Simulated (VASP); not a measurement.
```
CELL_PARAMETERS angstrom
      1.61500    -2.79726     0.00000
      1.61500     2.79726     0.00000
      0.00000     0.00000     5.15000
ATOMIC_POSITIONS crystal
  Zr 0.33333 0.66667 0.25000
  Zr 0.66667 0.33333 0.75000
```

Computed with PBEsol GGA, VASP's PBE PAW potentials (set 64) (plane waves; VASP 6.6.1). Numerical set-up: 400 eV cut-off, 12×12×7 Γ-centred mesh, first-order Methfessel-Paxton smearing of 0.10 eV, potentials Zr_sv.

**Question.** Predict the energy per atom (σ→0), pressure, band gap (on the k-mesh) with the smallest direct gap where there is one.

**Answer.** 
The band gap (on the k-mesh) comes out as none (metal, semimetal or under 0.01 eV). The energy per atom (σ→0) is -9070 meV/atom and the pressure is -3.34 GPa.

Only differences to runs with the same potentials and settings are physical.

The compound is Zr in the hcp structure. The cell was not relaxed at this level. The run is one of a series of settings (GGA = PS against the base run), some of them coarse on purpose.
